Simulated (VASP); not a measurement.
# Si63P (a cell with a defect) in VASP: hyperfine couplings with LDA

Aim: the hyperfine couplings of Si63P (a cell with a defect) with LDA.

Program: VASP 6.6.1. These are calculated values, not measurements. Logs are shortened: lines on timing, memory, paths and dates and some standing lists are left out, and cuts for length are marked.

## 1. Starting point

The cell holds a defect, 64 atoms: a = 11.079 Å, b = 11.079 Å, c = 10.694 Å, α = 90.00°, β = 90.00°, γ = 90.00°.

The cell was built by a generator and needn't be a form met in nature.

## 2. Hyperfine couplings, LDA, collinear spin, ferromagnetic start

Input file INCAR:

```
  ALGO = Fast
  EDIFF = 1E-7
  ENCUT = 350
  ISIF = 2
  ISMEAR = 0
  ISPIN = 2
  LASPH = T
  LCHARG = F
  LHYPERFINE = T
  LORBIT = 11
  LREAL = F
  LWAVE = F
  MAGMOM = 0.5 0 0 0 0 0 0 0 0 0 0 0 0 0 0 0 0 0 0 0 0 0 0 0 0 0 0 0 0 0 0 0 0 0 0 0 0 0 0 0 0 0 0 0 0 0 0 0 0 0 0 0 0 0 0 0 0 0 0 0 0 0 0 0
  NELM = 100
  NUPDOWN = 1
  PREC = Accurate
  SIGMA = 0.02
```

Input file KPOINTS:

```
k-points
0
Gamma
  1 1 1
```

Input file POSCAR:

```
Si63P
1.0
   11.0792400000      0.0000000000      0.0000000000
    0.0000000000     11.0792400000      0.0000000000
    0.0000000000      0.0000000000     10.6942907200
P Si
1 63
Direct
    0.0000000000      0.0000000000      0.0000000000
    0.0000000000      0.2500000000      0.2500000000
    0.2500000000      0.0000000000      0.2500000000
    0.2500000000      0.2500000000      0.0000000000
    0.1250000000      0.1250000000      0.1250000000
    0.1250000000      0.3750000000      0.3750000000
    0.3750000000      0.1250000000      0.3750000000
    0.3750000000      0.3750000000      0.1250000000
    0.0000000000      0.0000000000      0.5000000000
    0.0000000000      0.2500000000      0.7500000000
    0.2500000000      0.0000000000      0.7500000000
    0.2500000000      0.2500000000      0.5000000000
    0.1250000000      0.1250000000      0.6250000000
    0.1250000000      0.3750000000      0.8750000000
    0.3750000000      0.1250000000      0.8750000000
    0.3750000000      0.3750000000      0.6250000000
    0.0000000000      0.5000000000      0.0000000000
    0.0000000000      0.7500000000      0.2500000000
    0.2500000000      0.5000000000      0.2500000000
    0.2500000000      0.7500000000      0.0000000000
    0.1250000000      0.6250000000      0.1250000000
    0.1250000000      0.8750000000      0.3750000000
    0.3750000000      0.6250000000      0.3750000000
    0.3750000000      0.8750000000      0.1250000000
    0.0000000000      0.5000000000      0.5000000000
    0.0000000000      0.7500000000      0.7500000000
    0.2500000000      0.5000000000      0.7500000000
    0.2500000000      0.7500000000      0.5000000000
    0.1250000000      0.6250000000      0.6250000000
    0.1250000000      0.8750000000      0.8750000000
    0.3750000000      0.6250000000      0.8750000000
    0.3750000000      0.8750000000      0.6250000000
    0.5000000000      0.0000000000      0.0000000000
    0.5000000000      0.2500000000      0.2500000000
    0.7500000000      0.0000000000      0.2500000000
    0.7500000000      0.2500000000      0.0000000000
    0.6250000000      0.1250000000      0.1250000000
    0.6250000000      0.3750000000      0.3750000000
    0.8750000000      0.1250000000      0.3750000000
    0.8750000000      0.3750000000      0.1250000000
    0.5000000000      0.0000000000      0.5000000000
    0.5000000000      0.2500000000      0.7500000000
    0.7500000000      0.0000000000      0.7500000000
    0.7500000000      0.2500000000      0.5000000000
    0.6250000000      0.1250000000      0.6250000000
    0.6250000000      0.3750000000      0.8750000000
    0.8750000000      0.1250000000      0.8750000000
    0.8750000000      0.3750000000      0.6250000000
    0.5000000000      0.5000000000      0.0000000000
    0.5000000000      0.7500000000      0.2500000000
    0.7500000000      0.5000000000      0.2500000000
    0.7500000000      0.7500000000      0.0000000000
    0.6250000000      0.6250000000      0.1250000000
    0.6250000000      0.8750000000      0.3750000000
    0.8750000000      0.6250000000      0.3750000000
    0.8750000000      0.8750000000      0.1250000000
    0.5000000000      0.5000000000      0.5000000000
    0.5000000000      0.7500000000      0.7500000000
    0.7500000000      0.5000000000      0.7500000000
    0.7500000000      0.7500000000      0.5000000000
    0.6250000000      0.6250000000      0.6250000000
    0.6250000000      0.8750000000      0.8750000000
    0.8750000000      0.6250000000      0.8750000000
    0.8750000000      0.8750000000      0.6250000000
```

Potentials or basis: VASP PAW LDA potentials, release 64 (P, Si).

Launch:

```
cat potpaw_LDA.64/P/POTCAR potpaw_LDA.64/Si/POTCAR > POTCAR
mpirun -np 1 vasp_std > vasp.out
```

OUTCAR:

```text
EDIFF = 1E-7
   ENCUT = 350
   ISIF = 2
   ISMEAR = 0
   ISPIN = 2
   LASPH = T
   LORBIT = 11
   LREAL = F
   NELM = 100
   NUPDOWN = 1
   PREC = Accurate

 ion  position               nearest neighbor table
   1  0.000  0.000  0.000-   5 2.37  30 2.37  47 2.37  56 2.37
   2  0.000  0.250  0.250-   5 2.37   6 2.37  39 2.37  40 2.37
   3  0.250  0.000  0.250-   5 2.37   7 2.37  22 2.37  24 2.37
   4  0.250  0.250  0.000-   5 2.37   8 2.37  14 2.37  15 2.37
   5  0.125  0.125  0.125-   1 2.37   2 2.37   3 2.37   4 2.37
   6  0.125  0.375  0.375-   2 2.37  12 2.37  19 2.37  25 2.37
[... 56 lines left out ...]
  63  0.875  0.625  0.875-  17 2.37  26 2.37  52 2.37  59 2.37
  64  0.875  0.875  0.625-   9 2.37  26 2.37  43 2.37  60 2.37

  LATTYP: Found a simple tetragonal cell.
 ALAT       =    11.0792400000
 C/A-ratio  =     0.9652549020

  Lattice vectors:

 A1 = (  11.0792400000,   0.0000000000,   0.0000000000)
 A2 = (   0.0000000000,  11.0792400000,   0.0000000000)
 A3 = (   0.0000000000,   0.0000000000,  10.6942907200)

Analysis of symmetry for initial positions (statically):
=====================================================================
 Subroutine PRICEL returns:
 Original cell was already a primitive cell.

 Routine SETGRP: Setting up the symmetry group for a
 simple tetragonal supercell.

 Subroutine GETGRP returns: Found  8 space group operations
 (whereof  8 operations were pure point group operations)
 out of a pool of 16 trial point group operations.

The static configuration has the point symmetry D_2d.

Analysis of symmetry for dynamics (positions and initial velocities):
=====================================================================
 Subroutine PRICEL returns:
 Original cell was already a primitive cell.

 Routine SETGRP: Setting up the symmetry group for a
 simple tetragonal supercell.

 Subroutine GETGRP returns: Found  8 space group operations
 (whereof  8 operations were pure point group operations)
 out of a pool of 16 trial point group operations.

The dynamic configuration has the point symmetry D_2d.

Analysis of structural, dynamic, and magnetic symmetry:
=====================================================================
 Subroutine PRICEL returns:
 Original cell was already a primitive cell.

 Routine SETGRP: Setting up the symmetry group for a
 simple tetragonal supercell.

 Subroutine GETGRP returns: Found  8 space group operations
 (whereof  8 operations were pure point group operations)
 out of a pool of 16 trial point group operations.

The overall configuration has the point symmetry D_2d.

 Subroutine INISYM returns: Found  8 space group operations
 (whereof  8 operations are pure point group operations),
 and found     1 'primitive' translations

----------------------------------------------------------------------------------------

                                     Primitive cell

  volume of cell :    1312.7195

  direct lattice vectors                    reciprocal lattice vectors
    11.079240000  0.000000000  0.000000000     0.090258899  0.000000000  0.000000000
     0.000000000 11.079240000  0.000000000     0.000000000  0.090258899  0.000000000
     0.000000000  0.000000000 10.694290720     0.000000000  0.000000000  0.093507838

  length of vectors
    11.079240000 11.079240000 10.694290720     0.090258899  0.090258899  0.093507838

  position of ions in fractional coordinates (direct lattice)
     0.000000000  0.000000000  0.000000000
[... 232 lines left out ...]
 cond. band min:       5.9558474041   @ k =   0.0000   0.0000   0.0000
 fundamental gap:      0.0480264161
 Fermi energy:         5.9407900304

 spin component 1

 k-point     1 :       0.0000    0.0000    0.0000
  band No.  band energies     occupation
      1      -6.7800      1.00000
      2      -5.9981      1.00000
      3      -5.2060      1.00000
      4      -5.2060      1.00000
      5      -5.1817      1.00000
      6      -5.1454      1.00000
[... 132 lines left out ...]
    139       6.6475      0.00000
    140       6.7082      0.00000
 Fermi energy:         5.8143372704

 spin component 2

 k-point     1 :       0.0000    0.0000    0.0000
  band No.  band energies     occupation
      1      -6.7526      1.00000
      2      -5.9846      1.00000
      3      -5.1915      1.00000
      4      -5.1915      1.00000
      5      -5.1727      1.00000
      6      -5.1329      1.00000
[... 132 lines left out ...]
    139       6.6650      0.00000
    140       6.7217      0.00000
 [bands above 140 left out]

------------------------ aborting loop because EDIFF is reached ----------------------------------------

  FORCE on cell =-STRESS in cart. coord.  units (eV):
  Direction    XX          YY          ZZ          XY          YZ          ZX
  --------------------------------------------------------------------------------------
  -------------------------------------------------------------------------------------
  Total      -33.3557802    -33.3557802    -13.6882645      0.0000000      0.0000000      0.0000000
  in kB      -40.7108115    -40.7108115    -16.7065604      0.0000000      0.0000000      0.0000000
  external PRESSURE =     -32.7093945 kB  Pullay stress =       0.0000000 kB

 VOLUME and BASIS-vectors are now :
 -----------------------------------------------------------------------------
  energy-cutoff  :      350.00
  volume of cell :     1312.72
      direct lattice vectors                 reciprocal lattice vectors
    11.079240000  0.000000000  0.000000000     0.090258899  0.000000000  0.000000000
     0.000000000 11.079240000  0.000000000     0.000000000  0.090258899  0.000000000
     0.000000000  0.000000000 10.694290720     0.000000000  0.000000000  0.093507838

 POSITION                                       TOTAL-FORCE (eV/Angst)
 -----------------------------------------------------------------------------------
      0.00000      0.00000      0.00000         0.000000      0.000000     -0.000000
      0.00000      2.76981      2.67357        -0.160566     -0.052262     -0.077195
      2.76981      0.00000      2.67357        -0.052262     -0.160566     -0.077195
      2.76981      2.76981      0.00000        -0.040476     -0.040476     -0.116508
      1.38491      1.38491      1.33679         0.110506      0.110506      0.002846
      1.38491      4.15472      4.01036         0.158875     -0.098740     -0.042951
[... 56 lines left out ...]
      9.69434      6.92453      9.35750        -0.020863      0.021124     -0.008513
      9.69434      9.69434      6.68393        -0.024457     -0.024457     -0.012348
 -----------------------------------------------------------------------------------
    total drift:                                0.000000      0.000000      0.000000

  FREE ENERGIE OF THE ION-ELECTRON SYSTEM (eV)
  ---------------------------------------------------
  free  energy   TOTEN  =      -373.5342252846 eV

  energy  without entropy=     -373.5334800282  energy(sigma->0) =     -373.53385266

 Fermi contact (isotropic) hyperfine coupling parameter (MHz)
 -------------------------------------------------------------
  ion      A_pw      A_1PS     A_1AE     A_1c      A_tot
 -------------------------------------------------------------
   1       0.013     0.015    36.350     0.259    36.348
   2      -0.001    -0.000     1.470     0.018     1.470
   3      -0.001    -0.000     1.470     0.018     1.470
   4      -0.002    -0.002     1.866     0.016     1.866
   5      -0.024    -0.023     0.830    -0.141     0.830
   6      -0.003    -0.003     0.615    -0.013     0.615
[... 56 lines left out ...]
  63      -0.005    -0.005     0.421    -0.027     0.421
  64      -0.003    -0.003     0.123    -0.019     0.123
 -------------------------------------------------------------

 Dipolar hyperfine coupling parameters (MHz)
 ---------------------------------------------------------------------
  ion      A_xx      A_yy      A_zz      A_xy      A_xz      A_yz
 ---------------------------------------------------------------------
   1      -0.103    -0.103     0.206    -0.000     0.000     0.000
   2      -0.019    -0.027     0.046     0.017     0.020     0.010
   3      -0.027    -0.019     0.046     0.017     0.010     0.020
   4      -0.053    -0.053     0.107    -0.014    -0.011    -0.011
   5      -0.208    -0.208     0.416     0.161     0.421     0.421
   6      -0.008    -0.059     0.067     0.010    -0.100     0.003
[... 56 lines left out ...]
  63      -0.084    -0.083     0.167    -0.019     0.060    -0.049
  64      -0.058    -0.058     0.117     0.024    -0.049    -0.049
 ---------------------------------------------------------------------

 Total hyperfine coupling parameters after diagonalization (MHz)
 (convention: |A_zz| > |A_xx| > |A_yy|)
 ----------------------------------------------------------------------
  ion      A_xx      A_yy      A_zz     asymmetry (A_yy - A_xx)/ A_zz
 ----------------------------------------------------------------------
   1      36.245    36.245    36.554      -0.000
   2       1.457     1.430     1.524      -0.018
   3       1.457     1.430     1.524      -0.018
   4       1.827     1.797     1.974      -0.015
   5       0.461     0.375     1.654      -0.052
   6       0.561     0.534     0.751      -0.036
[... 56 lines left out ...]
  63       0.334     0.318     0.612      -0.026
  64       0.062     0.040     0.267      -0.081
 ---------------------------------------------------------------------

 total charge

# of ion       s       p       d       tot
------------------------------------------
    1        1.030   1.473   0.000   2.503
    2        0.745   0.947   0.000   1.692
    3        0.745   0.947   0.000   1.692
    4        0.745   0.947   0.000   1.692
    5        0.748   0.912   0.000   1.661
    6        0.744   0.947   0.000   1.691
[... 56 lines left out ...]
   63        0.744   0.949   0.000   1.693
   64        0.744   0.949   0.000   1.693
--------------------------------------------------
tot         47.974  61.024   0.000 108.998

 magnetization (x)

# of ion       s       p       d       tot
------------------------------------------
    1        0.023   0.000   0.000   0.024
    2        0.001  -0.000   0.000   0.001
    3        0.001  -0.000   0.000   0.001
    4        0.002  -0.000   0.000   0.001
    5        0.001   0.010   0.000   0.011
    6        0.001   0.001   0.000   0.002
[... 56 lines left out ...]
   63        0.000   0.002   0.000   0.002
   64        0.000   0.001   0.000   0.002
--------------------------------------------------
tot          0.107   0.079   0.000   0.186
```

Run time: 40 min. Hardware: 1 thread of Intel Xeon Platinum 8259CL at 2.50GHz (Skylake/Cascade Lake), shared host; peak memory 0.65 GiB.

What came out:

```yaml
Free_energy: -373.5342 eV
Pressure: -3.3 GPa
Largest_force: 0.192 eV/Å
Net_moment: 1.00 μB per cell
Site_moments: P +0.02; Si +0.00, +0.01 μB
Valence_electrons_inside_the_program's_atomic_spheres: P 2.50; Si 1.69, 1.66, 1.70
```

Forces in eV/Å, atoms in the order of the input:
```
P    0.000  0.000  0.000
Si  -0.161 -0.052 -0.077
Si  -0.052 -0.161 -0.077
Si  -0.040 -0.040 -0.117
Si   0.111  0.111  0.003
Si   0.159 -0.099 -0.043
Si  -0.099  0.159 -0.043
Si  -0.052 -0.052  0.127
Si   0.000  0.000  0.000
Si   0.161 -0.052  0.077
Si  -0.052  0.161  0.077
Si  -0.005 -0.005 -0.010
Si   0.024  0.024 -0.012
Si   0.021 -0.021 -0.009
Si  -0.021  0.021 -0.009
Si  -0.007 -0.007  0.012
Si   0.000  0.000  0.000
Si   0.161  0.052 -0.077
Si   0.012 -0.007 -0.037
Si  -0.040  0.040  0.117
Si   0.021  0.021  0.009
Si   0.024 -0.024  0.012
Si  -0.007  0.007 -0.012
Si  -0.021 -0.021  0.009
Si   0.000  0.000  0.000
Si  -0.161  0.052  0.077
Si   0.012  0.007  0.037
Si  -0.005  0.005  0.010
Si   0.159  0.099  0.043
Si   0.111 -0.111 -0.003
Si  -0.052  0.052 -0.127
Si  -0.099 -0.159  0.043
Si   0.000  0.000  0.000
Si  -0.007  0.012 -0.037
Si   0.052  0.161 -0.077
Si   0.040 -0.040  0.117
Si   0.021  0.021  0.009
Si   0.007 -0.007 -0.012
Si  -0.024  0.024  0.012
Si  -0.021 -0.021  0.009
Si   0.000  0.000  0.000
Si   0.007  0.012  0.037
Si   0.052 -0.161  0.077
Si   0.005 -0.005  0.010
Si   0.099  0.159  0.043
Si   0.052 -0.052 -0.127
Si  -0.111  0.111 -0.003
Si  -0.159 -0.099  0.043
Si   0.000  0.000  0.000
Si   0.007 -0.012 -0.037
Si  -0.012  0.007 -0.037
Si   0.040  0.040 -0.117
Si   0.052  0.052  0.127
Si   0.099 -0.159 -0.043
Si  -0.159  0.099 -0.043
Si  -0.111 -0.111  0.003
Si   0.000  0.000  0.000
Si  -0.007 -0.012  0.037
Si  -0.012 -0.007  0.037
Si   0.005  0.005 -0.010
Si   0.007  0.007  0.012
Si   0.021 -0.021 -0.009
Si  -0.021  0.021 -0.009
Si  -0.024 -0.024 -0.012
```

Stress tensor (GPa, compression positive):
```
-4.07  0.00  0.00
 0.00 -4.07  0.00
 0.00  0.00 -1.67
```

Hyperfine coupling, principal values (MHz):
```
 atom            values
  1 P  36.2, 36.2, 36.6
 2 Si     1.5, 1.4, 1.5
 3 Si     1.5, 1.4, 1.5
 4 Si     1.8, 1.8, 2.0
 5 Si     0.5, 0.4, 1.7
 6 Si     0.6, 0.5, 0.8
 7 Si     0.6, 0.5, 0.8
 8 Si     0.3, 0.2, 0.7
 9 Si     1.9, 1.9, 1.9
10 Si     1.5, 1.4, 1.5
11 Si     1.5, 1.4, 1.5
12 Si     0.5, 0.5, 0.6
13 Si     0.1, 0.0, 0.3
14 Si     0.3, 0.3, 0.6
15 Si     0.3, 0.3, 0.6
16 Si   -0.1, 0.0, -0.1
17 Si     2.3, 2.3, 2.3
18 Si     1.5, 1.4, 1.5
19 Si     2.4, 2.3, 2.4
20 Si     1.8, 1.8, 2.0
21 Si     0.3, 0.3, 0.6
22 Si     0.1, 0.0, 0.3
23 Si   -0.1, 0.0, -0.1
24 Si     0.3, 0.3, 0.6
25 Si  10.9, 10.8, 10.9
26 Si     1.5, 1.4, 1.5
27 Si     2.4, 2.3, 2.4
28 Si     0.5, 0.5, 0.6
29 Si     0.6, 0.5, 0.8
30 Si     0.5, 0.4, 1.7
31 Si     0.3, 0.2, 0.7
32 Si     0.6, 0.5, 0.8
33 Si     2.3, 2.3, 2.3
34 Si     2.4, 2.3, 2.4
35 Si     1.5, 1.4, 1.5
36 Si     1.8, 1.8, 2.0
37 Si     0.3, 0.3, 0.6
38 Si   -0.1, 0.0, -0.1
39 Si     0.1, 0.0, 0.3
40 Si     0.3, 0.3, 0.6
41 Si  10.9, 10.8, 10.9
42 Si     2.4, 2.3, 2.4
43 Si     1.5, 1.4, 1.5
44 Si     0.5, 0.5, 0.6
45 Si     0.6, 0.5, 0.8
46 Si     0.3, 0.2, 0.7
47 Si     0.5, 0.4, 1.7
48 Si     0.6, 0.5, 0.8
49 Si  13.0, 13.0, 13.2
50 Si     2.4, 2.3, 2.4
51 Si     2.4, 2.3, 2.4
52 Si     1.8, 1.8, 2.0
53 Si     0.3, 0.2, 0.7
54 Si     0.6, 0.5, 0.8
55 Si     0.6, 0.5, 0.8
56 Si     0.5, 0.4, 1.7
57 Si     1.6, 1.6, 1.7
58 Si     2.4, 2.3, 2.4
59 Si     2.4, 2.3, 2.4
60 Si     0.5, 0.5, 0.6
61 Si   -0.1, 0.0, -0.1
62 Si     0.3, 0.3, 0.6
63 Si     0.3, 0.3, 0.6
64 Si     0.1, 0.0, 0.3
```

Caveat: the total moment is fixed, so each spin has its own Fermi level.
